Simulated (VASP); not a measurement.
```yaml
crystal:
  lattice:
    - [-1.77990, 1.77990, 1.77990]
    - [1.77990, -1.77990, 1.77990]
    - [1.77990, 1.77990, -1.77990]
  atoms:
    - { symbol: Li, position: [0.00000, 0.00000, 0.00000] }
```

Computed with PBE GGA, VASP's PBE PAW potentials (set 64) (plane waves; VASP). Numerical set-up: 525 eV cut-off, 13×13×13 Γ-centred mesh, first-order Methfessel-Paxton smearing of 0.10 eV, potentials Li_sv.

Q: Give the stress tensor in GPa (positive for a compressed cell).

A: 
```
-1.31   0.00   0.00
 0.00  -1.31   0.00
 0.00   0.00  -1.31
```
The pressure is its mean diagonal, -1.31 GPa.

The compound is Li in the bcc structure. The cell was not relaxed at this level. The run is one of a series of settings (ENCUT = 525 against the base run), some of them coarse on purpose.
